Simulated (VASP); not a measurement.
An input for Quantum ESPRESSO's pw.x (written as the equivalent of a VASP run, and not itself run):

```
&CONTROL
  calculation = 'vc-relax'
  pseudo_dir = './pseudo'
  outdir = './out'
  tprnfor = .true.
  tstress = .true.
  nstep = 60
  forc_conv_thr = 0.00039
/
&SYSTEM
  ibrav = 0
  nat = 2
  ntyp = 2
  ecutwfc = 82.3
  occupations = 'smearing'
  smearing = 'gaussian'
  degauss = 0.003675
  input_dft = 'pz'
/
&ELECTRONS
  conv_thr = 7.3e-08
  electron_maxstep = 100
/
&IONS
/
&CELL
/
ATOMIC_SPECIES
  Te 127.600 Te.upf
  Pb 207.200 Pb.upf
CELL_PARAMETERS angstrom
     0.0000000    3.1915908    3.1915908
     3.1915908    0.0000000    3.1915908
     3.1915908    3.1915908    0.0000000
ATOMIC_POSITIONS crystal
  Te   0.5000000  0.5000000  0.5000000
  Pb   0.0000000  0.0000000  0.0000000
K_POINTS automatic
  7 7 7 0 0 0
```

**Question.** Write the VASP files for the same calculation (LDA).

**Answer.** Several could match; the one computed here: 
File POSCAR:
```
PbTe
1.0
  0.0000000000   3.1915908012   3.1915908012
  3.1915908012   0.0000000000   3.1915908012
  3.1915908012   3.1915908012   0.0000000000
Te Pb
1 1
direct
  0.5000000000   0.5000000000   0.5000000000
  0.0000000000   0.0000000000   0.0000000000
```

INCAR:
```
ALGO  =  Normal
EDIFF  =  1E-6
EDIFFG  =  -0.01
ENCUT  =  400
IBRION  =  2
ISIF  =  3
ISMEAR  =  0
LASPH  =  .TRUE.
LCHARG  =  .FALSE.
LMAXMIX  =  4
LREAL  =  .FALSE.
LWAVE  =  .FALSE.
NELM  =  100
NSW  =  60
PREC  =  Accurate
SIGMA  =  0.05
SYSTEM  =  PbTe
```

KPOINTS:
```
kpoints
0
G
  7 7 7
```

POTCAR, in this order: Te Pb_d (LDA.64 set). Program: vasp_std.

What does not carry over: the potentials are each code's own (VASP's PAW set, PseudoDojo norm-conserving files in pw.x), so ENCUT and ecutwfc are chosen apart and not converted; conv_thr bounds pw.x's estimated SCF error, while EDIFF bounds the energy change between steps; forc_conv_thr acts on force components and is met together with etot_conv_thr.

The compound is PbTe in the rock salt structure. It was relaxed first. The start is the result of an earlier pass.
